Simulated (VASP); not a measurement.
Calculation: revTPSS meta-GGA, VASP's PBE PAW potentials (set 64) (plane waves; VASP 6.6.1).

VASP ran on this input.

### KPOINTS
```
Automatic mesh
0
gamma
8 8 8
0 0 0
```

INCAR:
```
! general
SYSTEM  = CdSe
PREC    = Accurate
ENCUT   = 520
LREAL   = .FALSE.
LASPH   = .TRUE.

! electronic loop
EDIFF   = 1E-7
NELM    = 100
ALGO    = Normal
LMAXMIX = 4
LMIXTAU = .TRUE.

! smearing
ISMEAR  = -5

! functional
METAGGA = RTPSS

! ions
ISIF    = 2

! output
LWAVE   = .FALSE.
LCHARG  = .FALSE.
LORBIT  = 11
NEDOS   = 601
```

File KPOINTS_OPT:
```
k-points along high-symmetry lines
10
Line-mode
Reciprocal
  0.000000   0.000000   0.000000 ! GAMMA
 -0.500000  -0.500000   0.000000 ! X

 -0.500000  -0.500000   0.000000 ! X
 -0.375000  -0.375000   0.250000 ! U

 -0.375000  -0.000000   0.375000 ! K
  0.000000   0.000000   0.000000 ! GAMMA

  0.000000   0.000000   0.000000 ! GAMMA
 -0.000000  -0.000000   0.500000 ! L

 -0.000000  -0.000000   0.500000 ! L
 -0.500000  -0.250000   0.250000 ! W

 -0.500000  -0.250000   0.250000 ! W
 -0.500000  -0.500000   0.000000 ! X
```

### POSCAR
```
CdSe
1.0
  0.0000000000   3.0782799081   3.0782799081
  3.0782799081   0.0000000000   3.0782799081
  3.0782799081   3.0782799081   0.0000000000
Cd Se
1 1
Direct
  0.0000000000   0.0000000000   0.0000000000
  0.2500000000   0.2500000000   0.2500000000
```

POTCAR, in this order: Cd Se (PBE.64 set). Program: vasp_std.

Output

File OUTCAR:
```
 ion  position               nearest neighbor table
   1  0.000  0.000  0.000-   2 2.67   2 2.67   2 2.67   2 2.67
   2  0.250  0.250  0.250-   1 2.67   1 2.67   1 2.67   1 2.67
  LATTYP: Found a face centered cubic cell.
 ALAT       =     6.1565598162
 Subroutine PRICEL returns:
 Original cell was already a primitive cell.
 Subroutine GETGRP returns: Found 24 space group operations
The static configuration has the point symmetry T_d .
The dynamic configuration has the point symmetry T_d .
 Subroutine INISYM returns: Found 24 space group operations
 Subroutine IBZKPT returns following result:
 Found     29 irreducible k-points:

 Following reciprocal coordinates:
            Coordinates               Weight
  0.000000  0.000000  0.000000      1.000000
  0.125000  0.000000  0.000000      8.000000
  0.250000  0.000000  0.000000      8.000000
  0.375000  0.000000  0.000000      8.000000
  0.500000  0.000000  0.000000      4.000000
  0.125000  0.125000  0.000000      6.000000
  0.250000  0.125000  0.000000     24.000000
  0.375000  0.125000  0.000000     24.000000
  0.500000  0.125000  0.000000     24.000000
 -0.375000  0.125000  0.000000     24.000000
 -0.250000  0.125000  0.000000     24.000000
 -0.125000  0.125000  0.000000     12.000000
  0.250000  0.250000  0.000000      6.000000
  0.375000  0.250000  0.000000     24.000000
  0.500000  0.250000  0.000000     24.000000
 -0.375000  0.250000  0.000000     24.000000
 -0.250000  0.250000  0.000000     12.000000
  0.375000  0.375000  0.000000      6.000000
  0.500000  0.375000  0.000000     24.000000
 -0.375000  0.375000  0.000000     12.000000
  0.500000  0.500000  0.000000      3.000000
  0.375000  0.250000  0.125000     24.000000
  0.500000  0.250000  0.125000     48.000000
 -0.375000  0.250000  0.125000     24.000000
...
```

OSZICAR:
```
       N       E                     dE             d eps       ncg     rms          rms(c)
DAV:   1     0.128830572373E+03    0.12883E+03   -0.90055E+03   762   0.126E+03
DAV:   2     0.182774733363E+02   -0.11055E+03   -0.10629E+03   854   0.304E+02
DAV:   3     0.135386225204E+02   -0.47389E+01   -0.47252E+01   929   0.652E+01
DAV:   4     0.135144596522E+02   -0.24163E-01   -0.24160E-01   829   0.488E+00
DAV:   5     0.135143165287E+02   -0.14312E-03   -0.14312E-03   894   0.350E-01    0.660E+00
DAV:   6     0.190423458373E+02    0.55280E+01   -0.55555E+00   754   0.358E+01    0.585E+00
DAV:   7     0.186107989797E+02   -0.43155E+00   -0.33851E-01   754   0.628E+00    0.386E+00
DAV:   8     0.189858049568E+02    0.37501E+00   -0.10928E+00   759   0.119E+01    0.987E-01
DAV:   9     0.185949261752E+02   -0.39088E+00   -0.71603E-01   754   0.101E+01    0.561E-01
DAV:  10    -0.137664819875E+05   -0.13785E+05   -0.13862E+05  1130   0.458E+04    0.323E+02
DAV:  11     0.208854608999E+02    0.13787E+05   -0.29194E+03   864   0.182E+02    0.224E+00
DAV:  12     0.187555093395E+02   -0.21300E+01   -0.18732E+01   880   0.561E+00    0.139E+00
DAV:  13     0.186126387805E+02   -0.14287E+00   -0.15513E+00   834   0.424E+00    0.862E-01
DAV:  14     0.186030344501E+02   -0.96043E-02   -0.15927E-02   799   0.954E-01    0.664E-01
DAV:  15     0.186059447737E+02    0.29103E-02   -0.39582E-03   869   0.469E-01    0.526E-01
DAV:  16     0.186062995562E+02    0.35478E-03   -0.55975E-04   834   0.195E-01    0.513E-01
DAV:  17     0.186068477518E+02    0.54820E-03   -0.20866E-02   834   0.937E-01    0.762E-01
DAV:  18     0.186078356704E+02    0.98792E-03   -0.62432E-03   809   0.663E-01    0.498E-01
DAV:  19     0.186076913038E+02   -0.14437E-03   -0.26363E-04   774   0.150E-01    0.533E-01
DAV:  20     0.186075631726E+02   -0.12813E-03   -0.18708E-04   824   0.965E-02    0.574E-01
DAV:  21     0.186075914332E+02    0.28261E-04   -0.21326E-05   839   0.497E-02    0.589E-01
DAV:  22     0.186075591477E+02   -0.32285E-04   -0.82701E-06   794   0.263E-02    0.576E-01
DAV:  23     0.186075619290E+02    0.27813E-05   -0.20466E-05   814   0.281E-02    0.570E-01
DAV:  24     0.186075495921E+02   -0.12337E-04   -0.22120E-06   784   0.152E-02    0.563E-01
DAV:  25     0.186075461974E+02   -0.33947E-05   -0.37309E-07   784   0.525E-03    0.562E-01
DAV:  26     0.186075483470E+02    0.21496E-05   -0.97908E-08   532   0.343E-03    0.561E-01
DAV:  27     0.186075482358E+02   -0.11117E-06   -0.54910E-09   392   0.647E-04    0.561E-01
DAV:  28     0.186075485162E+02    0.28035E-06   -0.25853E-08   392   0.119E-03    0.561E-01
DAV:  29     0.186075541937E+02    0.56775E-05   -0.84967E-07   759   0.753E-03    0.555E-01
DAV:  30     0.186075557323E+02    0.15387E-05   -0.35361E-06   787   0.168E-02    0.537E-01
DAV:  31     0.186075561115E+02    0.37921E-06   -0.56151E-07   839   0.587E-03    0.533E-01
DAV:  32     0.186075603253E+02    0.42138E-05   -0.16986E-06   764   0.104E-02    0.520E-01
DAV:  33     0.186075456175E+02   -0.14708E-04   -0.19848E-06   754   0.101E-02    0.495E-01
DAV:  34     0.186075286777E+02   -0.16940E-04   -0.31895E-06   824   0.135E-02    0.449E-01
DAV:  35     0.186074992626E+02   -0.29415E-04   -0.62980E-06   759   0.182E-02    0.346E-01
DAV:  36     0.186074712007E+02   -0.28062E-04   -0.56604E-06   784   0.189E-02    0.220E-01
DAV:  37     0.186074546807E+02   -0.16520E-04   -0.48898E-06   809   0.170E-02    0.986E-02
DAV:  38     0.186074496445E+02   -0.50362E-05   -0.15951E-06   794   0.104E-02    0.372E-02
DAV:  39     0.186074487535E+02   -0.89107E-06   -0.43093E-07   824   0.559E-03    0.942E-03
DAV:  40     0.186074484846E+02   -0.26891E-06   -0.88541E-08   655   0.300E-03    0.160E-03
DAV:  41     0.186074485556E+02    0.71032E-07   -0.49233E-08   542   0.261E-03
   1 F= 0.18607449E+02 E0= 0.18607449E+02  d E =0.000000E+00
       N       E                     dE             ncg
       N       E                     dE             ncg
       N       E                     dE             ncg
```

File OUTCAR:
```
------------------------ aborting loop because EDIFF is reached ----------------------------------------
  FORCE on cell =-STRESS in cart. coord.  units (eV):
  Direction    XX          YY          ZZ          XY          YZ          ZX
  --------------------------------------------------------------------------------------
  Total        0.0012335      0.0012335      0.0012335      0.0000000      0.0000000      0.0000000
  in kB        0.0338770      0.0338770      0.0338770      0.0000000      0.0000000      0.0000000
  external PRESSURE =       0.0338770 kB  Pullay stress =       0.0000000 kB
  volume of cell :       58.34
      direct lattice vectors                 reciprocal lattice vectors
     0.000000000  3.078279908  3.078279908    -0.162428374  0.162428374  0.162428374
     3.078279908  0.000000000  3.078279908     0.162428374 -0.162428374  0.162428374
     3.078279908  3.078279908  0.000000000     0.162428374  0.162428374 -0.162428374
  FREE ENERGIE OF THE ION-ELECTRON SYSTEM (eV)
  ---------------------------------------------------
  free  energy   TOTEN  =        18.6074485556 eV

  energy  without entropy=       18.6074485556  energy(sigma->0) =       18.60744856

 total charge

# of ion       s       p       d       tot
------------------------------------------
    1        0.423   0.287   9.535  10.245
    2        1.434   2.400   0.019   3.853
--------------------------------------------------
tot          1.857   2.687   9.555  14.098
```
(Selected blocks of OUTCAR.)

The compound is CdSe in the zinc blende structure, whereas wurtzite is the usual form. It was relaxed first, which changed the volume by +5 %.
